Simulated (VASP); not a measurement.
Data:

```
CELL_PARAMETERS angstrom
      1.87145    -3.24144     0.00000
      1.87145     3.24144     0.00000
      0.00000     0.00000     6.13188
ATOMIC_POSITIONS crystal
  Zn 0.66667 0.33333 0.50009
  Zn 0.33333 0.66667 0.00009
  S  0.66667 0.33333 0.87491
  S  0.33333 0.66667 0.37491
```

Computed with LDA (Ceperley-Alder, Perdew-Zunger), VASP's LDA PAW potentials (set 64) (plane waves; VASP 6.6.1). Numerical set-up: 400 eV cut-off, 9×9×5 Γ-centred mesh, Gaussian smearing of 0.010 eV, potentials Zn S.

### Question
Estimate the energy per atom (σ→0), band gap (on the k-mesh) with the smallest direct gap where there is one.

### Answer

The band gap (on the k-mesh) comes out as 2.23 eV and the smallest direct gap (on the k-mesh) comes out as 2.23 eV. The energy per atom (σ→0) is -4.100 eV/atom.

The absolute energy has meaning only against runs of the same code, potentials and settings.

The compound is ZnS in the wurtzite structure, the high-temperature form. It was relaxed first, which changed the volume by -6 %.
